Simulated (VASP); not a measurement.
Data:

```xyz
2
Lattice="0.0000 3.3803 3.3803 3.3803 0.0000 3.3803 3.3803 3.3803 0.0000" Properties=species:S:1:pos:R:3 pbc="T T T"
Te     3.3803     3.3803     3.3803
Pb     0.0000     0.0000     0.0000
```

Level of theory: PBE GGA, VASP's PBE PAW potentials (set 64) (plane waves; VASP). Settings: 480 eV cut-off, 6×6×6 Γ-centred mesh, Gaussian smearing of 0.050 eV, potentials Te Pb_d.

Q: Estimate the energy per atom (σ→0), pressure.

A: 
```json
{
  "energy per atom (σ→0)": "-3.733 eV/atom",
  "pressure": "-2.76 GPa"
}
```

Total energies compare only between runs with the same potentials, cut-off and functional.

The compound is PbTe in the rock salt structure. This cell was strained or had an atom moved on purpose.
